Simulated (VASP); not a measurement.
An input for Quantum ESPRESSO's pw.x (written as the equivalent of a VASP run, and not itself run):

```
&CONTROL
  calculation = 'vc-relax'
  pseudo_dir = './pseudo'
  outdir = './out'
  tprnfor = .true.
  tstress = .true.
  nstep = 40
  forc_conv_thr = 0.00078
/
&SYSTEM
  ibrav = 0
  nat = 6
  ntyp = 2
  ecutwfc = 84
  occupations = 'smearing'
  smearing = 'methfessel-paxton'
  degauss = 0.00735
  input_dft = 'pbesol'
/
&ELECTRONS
  conv_thr = 7.3e-08
  electron_maxstep = 100
/
&IONS
/
&CELL
  press = 50
/
ATOMIC_SPECIES
  Ir 192.217 Ir.upf
  O 15.999 O.upf
CELL_PARAMETERS angstrom
     4.4547214    0.0000000    0.0000000
    -0.0000000    4.4547214    0.0000000
     0.0000000    0.0000000    3.1540864
ATOMIC_POSITIONS crystal
  Ir   0.0000000  1.0000000  0.0000000
  Ir   0.5000000  0.5000000  0.5000000
  O    0.3089926  0.3089926  1.0000000
  O    0.8089926  0.1910074  0.5000000
  O    0.1910074  0.8089926  0.5000000
  O    0.6910074  0.6910074  0.0000000
K_POINTS automatic
  7 7 10 0 0 0
```

Problem. Write the VASP files for the same calculation (PBEsol).

Solution. One answer among several that fit: 
**INCAR**
```
SYSTEM = IrO2
PREC = Accurate
ENCUT = 620
EDIFF = 1E-6
NELM = 100
ALGO = Normal
LREAL = .FALSE.
LASPH = .TRUE.
ISMEAR = 1
SIGMA = 0.1
GGA = PS
LMAXMIX = 6
LWAVE = .FALSE.
LCHARG = .FALSE.
IBRION = 2
ISIF = 3
NSW = 40
EDIFFG = -0.02
PSTRESS = 50
```

### KPOINTS
```
Automatic mesh
0
Gamma
7 7 10
0 0 0
```

POSCAR:
```
IrO2
1.0
  4.4547213796   0.0000000000   0.0000000000
  0.0000000000   4.4547213796   0.0000000000
  0.0000000000   0.0000000000   3.1540864309
Ir O
2 4
Cartesian
  0.0000000000   4.4547213796   0.0000000000
  2.2273606898   2.2273606898   1.5770432155
  1.3764758532   1.3764758532   3.1540864309
  3.6038365430   0.8508848366   1.5770432155
  0.8508848366   3.6038365430   1.5770432155
  3.0782455264   3.0782455264   0.0000000000
```

POTCAR, in this order: Ir O (PBE.64 set). Program: vasp_std.

The two are equivalent in intent, not identical: the potentials are each code's own (VASP's PAW set, PseudoDojo norm-conserving files in pw.x), so ENCUT and ecutwfc are chosen apart and not converted; conv_thr bounds pw.x's estimated SCF error, while EDIFF bounds the energy change between steps; forc_conv_thr acts on force components and is met together with etot_conv_thr.

The compound is IrO2 in the rutile structure. It was relaxed first under an external pressure of 5 GPa.
